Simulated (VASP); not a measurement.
Here is the system:

```
BaS
1.0
    0.00000     3.29051     3.29051
    3.29051     0.00000     3.29051
    3.29051     3.29051     0.00000
Ba S
1 1
Cartesian
  0.00000   0.00000   0.00000
  3.29051   3.29051   3.29051
```

The numbers are results of HSE06 screened hybrid, VASP's PBE PAW potentials (set 64) (plane waves; VASP), not measurements. Run with 300 eV cut-off, 5×5×5 Γ-centred mesh, Gaussian smearing of 0.010 eV, potentials Ba_sv S.

At this cut-off the stress carries a Pulay error, which pulls relaxed volumes low.

Task: What does the run give for the energy per atom (σ→0), pressure?

Result: 
* **energy per atom (σ→0)**: -5.764 eV/atom
* **pressure**: -2.62 GPa

Total energies compare only between runs with the same potentials, cut-off and functional.

The structure comes from a computed database's BaS entry; how it stands against other phases isn't given here. The cell was not relaxed at this level.
